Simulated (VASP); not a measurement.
LuAs, 2 atoms in the cell. The structure is cubic, space group Fm-3m (No. 225). The conventional cell has a = 5.547 Å, b = 5.547 Å, c = 5.547 Å, α = 90.00°, β = 90.00°, γ = 90.00°. Around Lu (site symmetry m-3m) lie 6 As at 2.77 Å. As (site symmetry m-3m) has 6 Lu at 2.77 Å as nearest neighbours. The cell is a database's computed one.

* Program: VASP 6.6.1
* Task: single point
* Functional: LDA
* Potentials or basis: VASP PAW PBE potentials, release 64 (Lu, As)
* Cutoff: 520 eV
* k mesh: 12 × 12 × 12
* Occupations: gaussian, width 0.1 eV
* Spin: no spin polarisation
* Dipole correction: no
* Further INCAR settings: ALGO = Fast; EDIFF = 1e-06; NBANDS = 22

Potentials or basis: VASP PAW PBE potentials, release 64 (Lu, As).

The run is started by

```bash
$ cat potpaw_PBE.64/Lu/POTCAR potpaw_PBE.64/As/POTCAR > POTCAR
$ mpirun -np 1 vasp_std > vasp.out
```

Hardware: 1 thread of AMD EPYC 9R45 96-Core Processor (Zen 5), with other jobs on the host.

Question: Estimate the wall time of this run.

Answer: Wall time 87 s on 1 thread of AMD EPYC 9R45 96-Core Processor (Zen 5) (shared host), peak memory 0.18 GiB. Counts: scf iterations 24, k points 72.
